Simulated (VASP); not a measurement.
These are PBE GGA, VASP's PBE PAW potentials (set 64) (plane waves; VASP 6.6.1) values and carry that method's errors.

The input files of a VASP run:

### KPOINTS
```
kpoints
0
Gamma
  7 7 4
```

### INCAR
```
! general
SYSTEM   =  MgI2
PREC     =  Accurate
ENCUT    =  400
LREAL    =  .FALSE.
LASPH    =  .TRUE.

! electronic loop
EDIFF    =  1E-7
NELM     =  100
ALGO     =  Normal
LMAXMIX  =  4

! smearing
ISMEAR   =  -5

! functional
GGA      =  PE

! ions
ISIF     =  2

! output
LWAVE    =  .FALSE.
LCHARG   =  .TRUE.
LORBIT   =  11
NEDOS    =  601

! other
LEFG     =  .TRUE.
```

POSCAR:
```
MgI2
15.1140520
  0.1392174502  -0.2411316677   0.0000000000
  0.1392174502   0.2411316677   0.0000000000
  0.0000000000   0.0000000000   0.4999999857
Mg I
1 2
Cart
  0.0000000000   0.0000000000   0.0000000000
  0.1392174502   0.0803773833   0.1104802637
  0.1392174502  -0.0803773833   0.3895197220
```

POTCAR, in this order: Mg I (PBE.64 set). Program: vasp_std.

Output

File OUTCAR:
```
 ion  position               nearest neighbor table
   1  0.000  0.000  0.000-   2 2.95   3 2.95   3 2.95   2 2.95   3 2.95   2 2.95
   2  0.333  0.667  0.221-   1 2.95   1 2.95   1 2.95
   3  0.667  0.333  0.779-   1 2.95   1 2.95   1 2.95
  LATTYP: Found a hexagonal cell.
 ALAT       =     4.2082791791
 C/A-ratio  =     1.7957520076
 Subroutine PRICEL returns:
 Original cell was already a primitive cell.
 Subroutine GETGRP returns: Found 12 space group operations
The static configuration has the point symmetry D_3d.
The dynamic configuration has the point symmetry D_3d.
 Subroutine INISYM returns: Found 12 space group operations
 Subroutine IBZKPT returns following result:
 Found     28 irreducible k-points:

 Following reciprocal coordinates:
            Coordinates               Weight
  0.000000  0.000000  0.000000      1.000000
  0.142857  0.000000  0.000000      6.000000
  0.285714 -0.000000  0.000000      6.000000
  0.428571 -0.000000  0.000000      6.000000
  0.142857  0.142857  0.000000      6.000000
  0.285714  0.142857  0.000000     12.000000
  0.428571  0.142857  0.000000      6.000000
...
```

**OSZICAR**
```
       N       E                     dE             d eps       ncg     rms          rms(c)
DAV:   1     0.727492543564E+02    0.72749E+02   -0.49854E+03   672   0.833E+02
DAV:   2    -0.218730961677E+01   -0.74937E+02   -0.69890E+02  1020   0.140E+02
DAV:   3    -0.779482588069E+01   -0.56075E+01   -0.55870E+01   848   0.455E+01
DAV:   4    -0.790606103093E+01   -0.11124E+00   -0.11122E+00   892   0.809E+00
DAV:   5    -0.790791217227E+01   -0.18511E-02   -0.18510E-02   848   0.106E+00    0.378E+00
DAV:   6    -0.776703400299E+01    0.14088E+00   -0.16735E-01   732   0.222E+00    0.263E+00
DAV:   7    -0.773998474732E+01    0.27049E-01   -0.15266E-01   728   0.217E+00    0.756E-01
DAV:   8    -0.773807233100E+01    0.19124E-02   -0.10764E-02   752   0.627E-01    0.238E-01
DAV:   9    -0.773821622737E+01   -0.14390E-03   -0.10382E-03   856   0.235E-01    0.924E-02
DAV:  10    -0.773820440945E+01    0.11818E-04   -0.30220E-05   828   0.467E-02    0.451E-02
DAV:  11    -0.773820862419E+01   -0.42147E-05   -0.16517E-05   808   0.308E-02    0.273E-02
DAV:  12    -0.773820946919E+01   -0.84500E-06   -0.10445E-06   852   0.714E-03    0.119E-02
DAV:  13    -0.773820949749E+01   -0.28301E-07   -0.25031E-08   608   0.136E-03
   1 F= -.77382095E+01 E0= -.77382095E+01  d E =0.000000E+00
```

**OUTCAR**
```
------------------------ aborting loop because EDIFF is reached ----------------------------------------
  FORCE on cell =-STRESS in cart. coord.  units (eV):
  Direction    XX          YY          ZZ          XY          YZ          ZX
  --------------------------------------------------------------------------------------
  Total       -0.0283908     -0.0283908      0.0522983     -0.0000000     -0.0000000      0.0000000
  in kB       -0.3924623     -0.3924622      0.7229482     -0.0000000     -0.0000000      0.0000000
  external PRESSURE =      -0.0206588 kB  Pullay stress =       0.0000000 kB
  volume of cell :      115.90
      direct lattice vectors                 reciprocal lattice vectors
     2.104139781 -3.644476565  0.000000000     0.237626799 -0.137193913  0.000000000
     2.104139781  3.644476565  0.000000000     0.237626799  0.137193913  0.000000000
     0.000000000  0.000000000  7.557025784     0.000000000  0.000000000  0.132327192
 POSITION                                       TOTAL-FORCE (eV/Angst)
 -----------------------------------------------------------------------------------
      0.00000      0.00000      0.00000         0.000000      0.000000      0.000000
      2.10414      1.21483      1.66980         0.000000      0.000000     -0.004577
      2.10414     -1.21483      5.88722        -0.000000     -0.000000      0.004577
 -----------------------------------------------------------------------------------
    total drift:                                0.000000     -0.000000      0.000000
  FREE ENERGIE OF THE ION-ELECTRON SYSTEM (eV)
  ---------------------------------------------------
  free  energy   TOTEN  =        -7.7382094975 eV

  energy  without entropy=       -7.7382094975  energy(sigma->0) =       -7.73820950

 total charge

# of ion       s       p       d       tot
------------------------------------------
    1        0.137   0.107   0.026   0.270
    2        1.505   2.819   0.011   4.335
    3        1.505   2.819   0.011   4.335
--------------------------------------------------
tot          3.147   5.744   0.049   8.940
```
(Selected blocks of OUTCAR.)

Without a dispersion term in the relaxation, distances and binding between the weakly bound layers, chains or molecules are unreliable, and so is what depends on them.

The compound is MgI2 in the 1T layered structure. It was relaxed first, which changed the volume by +13 %.
